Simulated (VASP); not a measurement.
**Ga2SnSe: relaxation of cell and atoms with PBE**

The system is Ga2SnSe.

```
CELL_PARAMETERS angstrom
4.06130 0.00000 0.00000
0.00000 4.06130 0.00000
0.00000 0.00000 5.60231
ATOMIC_POSITIONS crystal
Ga 0.00000 0.00000 0.66559
Ga 0.00000 0.00000 0.33441
Sn 0.50000 0.50000 0.50000
Se 0.50000 0.50000 0.00000
```

The cell was built by a generator and needn't be a form met in nature.

| Quantity | Value |
| --- | --- |
| Program | VASP 6.6.1 |
| Task | relaxation of cell and atoms |
| Functional | PBE |
| Potentials or basis | VASP PAW PBE potentials, release 64 (Ga_d, Sn_d, Se) |
| Cutoff | 520 eV |
| k mesh | 4 × 4 × 3 |
| Occupations | gaussian, width 0.15 eV |
| Spin | no spin polarisation |
| Further INCAR settings | PREC = Normal; ALGO = Fast; EDIFF = 0.0001; IBRION = 2; EDIFFG = -0.08; NSW = 24; ISIF = 3 |

* Relaxed volume: 23.40 Å³/atom
* Relaxed cell: a = 4.025 Å, b = 4.025 Å, c = 5.778 Å, α = 90.00°, β = 90.00°, γ = 90.00°
* Space group after relaxing (to 0.05 Å): P4/mmm (No. 123)
* Energy gained by relaxing: 1012.2 meV/atom
* Ionic steps: 18
* Pressure after relaxing: 0.3 GPa
* Largest force after relaxing: 0.037 eV/Å
* Band gap on the k mesh: none (metal or under the smearing width)

Forces in eV/Å, atoms in the order of the input:
```
Ga   0.000  0.000  0.037
Ga   0.000  0.000 -0.037
Sn   0.000  0.000  0.000
Se   0.000  0.000  0.000
```

Stress tensor (GPa, compression positive):
```
0.40 0.00 0.00
0.00 0.40 0.00
0.00 0.00 0.16
```

Step by step:
```tsv
step	energy change (eV)	largest force (eV/Å)	pressure (GPa)	volume (Å³)
1	0.0000	14.0643	16.16	92.41
2	-0.9561	0.0679	-7.29	124.30
3	-2.9705	0.1074	-7.35	121.94
4	-3.0688	0.1480	-6.78	119.85
5	-3.5793	0.4730	-5.28	105.99
6	-3.4866	1.7414	-0.59	99.17
7	-3.6346	0.6874	-3.69	103.98
8	-3.6345	0.8318	-3.63	103.38
9	-3.8130	0.7550	-0.99	96.24
10	-3.8483	0.8310	3.49	88.05
11	-3.8607	0.8493	1.80	90.93
12	-3.9633	0.6318	1.38	91.19
13	-4.0366	0.1953	1.40	91.62
14	-4.0399	0.1156	1.05	91.52
15	-4.0405	0.0426	1.27	91.55
16	-4.0405	0.0651	1.42	91.54
17	-4.0455	0.1116	-0.74	95.05
18	-4.0488	0.0371	0.32	93.59
```

Final structure:
```xyz
4
Lattice="4.0245 0.0000 0.0000 0.0000 4.0245 0.0000 0.0000 0.0000 5.7781" Properties=species:S:1:pos:R:3 pbc="T T T"
Ga    0.0000    0.0000    4.4050
Ga    0.0000    0.0000    1.3731
Sn    2.0123    2.0123    2.8891
Se    2.0123    2.0123    0.0000
```

Levels at points of the mesh, in eV from the Fermi level:
| k point | band 19 | band 20 | band 21 | band 22 | band 23 | band 24 | band 25 | band 26 | band 27 |
| --- | --- | --- | --- | --- | --- | --- | --- | --- | --- |
| (0.00, 0.00, 0.00) | -4.48 | -2.81 | -2.81 | -0.74 | 0.53 | 1.23 | 1.23 | 3.29 | 3.55 |
| (0.50, 0.00, 0.00) | -5.08 | -3.64 | -3.61 | -1.80 | 0.24 | 1.24 | 1.53 | 2.63 | 3.36 |
| (0.50, 0.50, 0.00) | -5.12 | -5.12 | -4.29 | -2.60 | -1.25 | -1.17 | -1.17 | 0.62 | 0.62 |

It took 2.3 min on 1 thread of Intel(R) Xeon(R) 6975P-C (Granite Rapids) (shared host), peak memory 0.17 GiB.

Caveat: the k mesh is coarse (spacing up to 0.39 Å⁻¹), so the values aren't converged; the relaxation stopped at a loose force limit of 0.08 eV/Å, so its end isn't a converged minimum.
